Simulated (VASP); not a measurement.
Input for VASP

**KPOINTS**
```
Regular mesh
0
Gamma
8 8 8
```

**POSCAR**
```
CdS
1.0
  0.0000000000   2.7044053090   2.7044053090
  2.7044053090   0.0000000000   2.7044053090
  2.7044053090   2.7044053090   0.0000000000
Cd S
1 1
Cartesian
  0.0000000000   0.0000000000   0.0000000000
  2.7044053090   2.7044053090   2.7044053090
```

INCAR:
```
! general
SYSTEM   =  CdS
PREC     =  Accurate
ENCUT    =  500
LREAL    =  .FALSE.
LASPH    =  .TRUE.

! electronic loop
EDIFF    =  1E-6   ! SCF stop (eV)
NELM     =  100   ! most electronic steps
ALGO     =  Normal
LMAXMIX  =  4

! smearing
ISMEAR   =  0
SIGMA    =  0.05   ! width (eV)

! functional
GGA      =  PS   ! PBEsol

! ions
IBRION   =  2
NSW      =  40
ISIF     =  3   ! ions, shape and volume
EDIFFG   =  -0.02   ! ionic stop
PSTRESS  =  50

! output
LWAVE    =  .FALSE.
LCHARG   =  .FALSE.
```

POTCAR, in this order: Cd S (PBE.64 set). Program: vasp_std.

**Question.** Translate this PBEsol calculation to Quantum ESPRESSO's pw.x.

**Answer.** One equivalent input (not run):
```
&CONTROL
  calculation = 'vc-relax'
  pseudo_dir = './pseudo'
  outdir = './out'
  tprnfor = .true.
  tstress = .true.
  nstep = 40
  forc_conv_thr = 0.00078
/
&SYSTEM
  ibrav = 0
  nat = 2
  ntyp = 2
  ecutwfc = 102
  occupations = 'smearing'
  smearing = 'gaussian'
  degauss = 0.003675
  input_dft = 'pbesol'
/
&ELECTRONS
  conv_thr = 7.3e-08
  electron_maxstep = 100
/
&IONS
/
&CELL
  press = 50
/
ATOMIC_SPECIES
  Cd 112.414 Cd.upf
  S 32.060 S.upf
CELL_PARAMETERS angstrom
     0.0000000    2.7044053    2.7044053
     2.7044053    0.0000000    2.7044053
     2.7044053    2.7044053    0.0000000
ATOMIC_POSITIONS crystal
  Cd   0.0000000  0.0000000  0.0000000
  S    0.5000000  0.5000000  0.5000000
K_POINTS automatic
  8 8 8 0 0 0
```
Limits of the translation: the potentials are each code's own (VASP's PAW set, PseudoDojo norm-conserving files in pw.x), so ENCUT and ecutwfc are chosen apart and not converted; conv_thr bounds pw.x's estimated SCF error, while EDIFF bounds the energy change between steps; forc_conv_thr acts on force components and is met together with etot_conv_thr.

The structure was generated: CdS was put into the rock salt type (Fm-3m), which need not be its known phase. This run relaxes it under an external pressure of 5 GPa. Symmetry was kept, so distortions that lower it aren't found.
